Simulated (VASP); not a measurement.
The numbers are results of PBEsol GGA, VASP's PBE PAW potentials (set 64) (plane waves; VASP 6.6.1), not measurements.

A VASP calculation is set up with these files.

### POSCAR
```
AlCo3N
1
    3.6890897074     0.0000000000    -0.0276681728
    0.0000000000     3.6890897074     0.0000000000
   -0.0276681728     0.0000000000     3.6890897074
Al N Co
1 1 3
Direct
  0.0000000000   0.0000000000   0.0000000000
  0.5000000000   0.5000000000   0.5000000000
  0.0000000000   0.5000000000   0.5000000000
  0.5000000000   0.5000000000   0.0000000000
  0.5000000000   0.0000000000   0.5000000000
```

KPOINTS:
```
Automatic
0
Gamma
8 8 8
0 0 0
```

### INCAR
```
# general
SYSTEM =AlCo3N
PREC   =Accurate
ENCUT  =600
LREAL  =.FALSE.
LASPH  =.TRUE.   # aspherical one-centre terms

# electronic loop
EDIFF  =1E-7   # SCF stop (eV)
NELM   =100   # most electronic steps
ALGO   =Normal
LMAXMIX=4

# smearing
ISMEAR =1   # Methfessel-Paxton
SIGMA  =0.1   # width (eV)

# functional
GGA    =PS   # PBEsol

# spin
ISPIN  =2
MAGMOM =-0.0 0.1 3*0.8

# ions
ISIF   =2   # forces and stress, cell fixed

# output
LWAVE  =.FALSE.
LCHARG =.FALSE.
LORBIT =10
```

POTCAR, in this order: Al N Co (PBE.64 set). Program: vasp_std.

The resulting files:

### OUTCAR
```
 ion  position               nearest neighbor table
   1  0.000  0.000  0.000-   5 2.59   5 2.59   3 2.61   3 2.61   3 2.61   4 2.61   3 2.61   4 2.61
                             4 2.61   4 2.61   5 2.63   5 2.63
   2  0.500  0.500  0.500-   5 1.84   5 1.84   3 1.84   4 1.84   4 1.84   3 1.84
   3  0.000  0.500  0.500-   2 1.84   2 1.84   4 2.59   4 2.59   1 2.61   1 2.61   5 2.61   1 2.61
                             1 2.61   5 2.61   5 2.61   5 2.61   4 2.63   4 2.63
   4  0.500  0.500  0.000-   2 1.84   2 1.84   3 2.59   3 2.59   1 2.61   5 2.61   1 2.61   5 2.61
                             5 2.61   1 2.61   5 2.61   1 2.61   3 2.63   3 2.63
   5  0.500  0.000  0.500-   2 1.84   2 1.84   1 2.59   1 2.59   4 2.61   3 2.61   3 2.61   4 2.61
                             4 2.61   3 2.61   4 2.61   3 2.61   1 2.63   1 2.63
  LATTYP: Found a base centered orthorhombic cell.
 ALAT       =     5.1780319918
 B/A-ratio  =     1.0151133501
 C/A-ratio  =     0.7124501574
 Subroutine PRICEL returns:
 Original cell was already a primitive cell.
 Subroutine GETGRP returns: Found  8 space group operations
The static configuration has the point symmetry D_2h.
The dynamic configuration has the point symmetry D_2h.
The overall configuration has the point symmetry D_2h.
 Subroutine INISYM returns: Found  8 space group operations
 Subroutine IBZKPT returns following result:
 Found    105 irreducible k-points:

 Following reciprocal coordinates:
            Coordinates               Weight
  0.000000  0.000000  0.000000      1.000000
  0.125000  0.000000  0.000000      4.000000
  0.250000  0.000000  0.000000      4.000000
  0.375000  0.000000 -0.000000      4.000000
  0.500000  0.000000  0.000000      2.000000
  0.000000  0.125000  0.000000      2.000000
  0.125000  0.125000  0.000000      8.000000
  0.250000  0.125000  0.000000      8.000000
  0.375000  0.125000 -0.000000      8.000000
  0.500000  0.125000  0.000000      4.000000
  0.000000  0.250000  0.000000      2.000000
  0.125000  0.250000  0.000000      8.000000
  0.250000  0.250000  0.000000      8.000000
  0.375000  0.250000 -0.000000      8.000000
...
```

**OSZICAR**
```
       N       E                     dE             d eps       ncg     rms          rms(c)
DAV:   1     0.263446591069E+03    0.26345E+03   -0.17003E+04  9248   0.212E+03
DAV:   2    -0.131023364237E+02   -0.27655E+03   -0.26743E+03  9240   0.407E+02
DAV:   3    -0.419269473639E+02   -0.28825E+02   -0.27630E+02 12516   0.150E+02
DAV:   4    -0.431336336748E+02   -0.12067E+01   -0.11932E+01 11590   0.317E+01
DAV:   5    -0.431680179822E+02   -0.34384E-01   -0.34365E-01 11694   0.498E+00    0.290E+01
DAV:   6    -0.426066333596E+02    0.56138E+00   -0.97089E+01 12556   0.138E+02    0.192E+01
DAV:   7    -0.376664978944E+02    0.49401E+01   -0.30609E+01 11362   0.884E+01    0.806E+00
DAV:   8    -0.379984481903E+02   -0.33195E+00   -0.31450E+00 13238   0.274E+01    0.800E+00
DAV:   9    -0.377242430856E+02    0.27421E+00   -0.14845E+00 14320   0.322E+01    0.428E+00
DAV:  10    -0.376450031953E+02    0.79240E-01   -0.27037E-01 14836   0.102E+01    0.832E-01
DAV:  11    -0.376470221395E+02   -0.20189E-02   -0.33400E-02 11796   0.201E+00    0.321E-01
DAV:  12    -0.376469993980E+02    0.22741E-04   -0.18088E-03 12298   0.491E-01    0.204E-01
DAV:  13    -0.376469778745E+02    0.21524E-04   -0.39849E-04 12520   0.253E-01    0.618E-02
DAV:  14    -0.376469631253E+02    0.14749E-04   -0.85179E-05 12654   0.107E-01    0.304E-02
DAV:  15    -0.376469622519E+02    0.87334E-06   -0.14127E-05 13456   0.416E-02    0.155E-02
DAV:  16    -0.376469626158E+02   -0.36389E-06   -0.23223E-06 11770   0.253E-02    0.746E-03
DAV:  17    -0.376469623149E+02    0.30093E-06   -0.18507E-06 13344   0.157E-02    0.244E-03
DAV:  18    -0.376469622459E+02    0.68956E-07   -0.28067E-07  8042   0.597E-03
   1 F= -.37646962E+02 E0= -.37646506E+02  d E =-.136759E-02  mag=     2.2829
```

### OUTCAR
```
------------------------ aborting loop because EDIFF is reached ----------------------------------------
  FORCE on cell =-STRESS in cart. coord.  units (eV):
  Direction    XX          YY          ZZ          XY          YZ          ZX
  --------------------------------------------------------------------------------------
  Total       -0.0185733     -0.0385276     -0.0185733      0.0000000      0.0000000      0.4690284
  in kB       -0.5927438     -1.2295576     -0.5927438      0.0000000      0.0000000     14.9684401
  external PRESSURE =      -0.8050151 kB  Pullay stress =       0.0000000 kB
  volume of cell :       50.20
      direct lattice vectors                 reciprocal lattice vectors
     3.689089707  0.000000000 -0.027668173     0.271084829  0.000000000  0.002033136
     0.000000000  3.689089707  0.000000000     0.000000000  0.271069581  0.000000000
    -0.027668173  0.000000000  3.689089707     0.002033136  0.000000000  0.271084829
 POSITION                                       TOTAL-FORCE (eV/Angst)
 -----------------------------------------------------------------------------------
      0.00000      0.00000      0.00000        -0.000000      0.000000      0.000000
      1.83071      1.84454      1.83071        -0.000000      0.000000      0.000000
     -0.01383      1.84454      1.84454        -0.000000      0.000000      0.000000
      1.84454      1.84454     -0.01383        -0.000000      0.000000      0.000000
      1.83071      0.00000      1.83071         0.000000      0.000000      0.000000
 -----------------------------------------------------------------------------------
    total drift:                                0.000000      0.000000     -0.000000
  FREE ENERGIE OF THE ION-ELECTRON SYSTEM (eV)
  ---------------------------------------------------
  free  energy   TOTEN  =       -37.6469622459 eV

  energy  without entropy=      -37.6455946550  energy(sigma->0) =      -37.64650638

 total charge

# of ion       s       p       d       tot
------------------------------------------
    1        0.386   0.376   0.000   0.762
    2        1.232   2.531   0.000   3.763
    3        0.433   0.624   7.534   8.590
    4        0.433   0.624   7.534   8.590
    5        0.433   0.624   7.534   8.591
--------------------------------------------------
tot          2.915   4.780  22.601  30.296

 magnetization (x)

# of ion       s       p       d       tot
------------------------------------------
    1       -0.007  -0.010   0.000  -0.017
    2        0.002   0.088   0.000   0.089
    3        0.004  -0.002   0.760   0.762
    4        0.004  -0.002   0.760   0.762
    5        0.004  -0.002   0.760   0.762
--------------------------------------------------
tot          0.005   0.073   2.280   2.358
```
(Selected blocks of OUTCAR.)

OUTCAR:
```
 val. band max:       10.7684511091   @ k =   0.3750   0.1250   0.2500

 cond. band min:      10.7696130877   @ k =   0.1250   0.5000   0.1250


 Fermi energy:        10.7690259621

 spin component 1

 k-point     1 :       0.0000    0.0000    0.0000
  band No.  band energies     occupation
      1      -7.6522      1.00000
      2       1.8780      1.00000
      3       4.8604      1.00000
      4       4.8636      1.00000
      5       4.8677      1.00000
      6       6.5524      1.00000
      7       6.5634      1.00000
      8       6.5758      1.00000
      9       6.8835      1.00000
     10       6.8840      1.00000
     11       9.0027      1.00000
     12       9.0059      1.00000
     13       9.1793      1.00000
     14       9.2220      1.00000
     15       9.2648      1.00000
     16       9.9529      1.00000
     17       9.9533      1.00000
     18       9.9542      1.00000
     19      10.2940      1.00000
     20      12.6467     -0.00000
     21      13.1590      0.00000
     22      13.1928      0.00000

 k-point     2 :       0.1250    0.0000    0.0000
  band No.  band energies     occupation
      1      -7.5737      1.00000
      2       1.9460      1.00000
      3       4.4306      1.00000
      4       4.7363      1.00000
      5       4.7366      1.00000
      6       6.5974      1.00000
      7       6.6894      1.00000
      8       6.6908      1.00000
      9       6.8412      1.00000
     10       7.0007      1.00000
     11       9.0047      1.00000
     12       9.0648      1.00000
     13       9.1435      1.00000
     14       9.1855      1.00000
     15       9.2223      1.00000
     16       9.9539      1.00000
     17       9.9559      1.00000
     18       9.9569      1.00000
     19      10.2224      1.00000
     20      12.5805     -0.00000
     21      13.0066      0.00000
     22      13.4243      0.00000

 k-point     3 :       0.2500    0.0000    0.0000
...
```

The moments were started parallel, and other spin orders were not tried in this run.

The structure was generated: AlCo3N was put into the cubic-perovskite type (Pm-3m), which need not be its known phase. This cell was strained or had an atom moved on purpose.
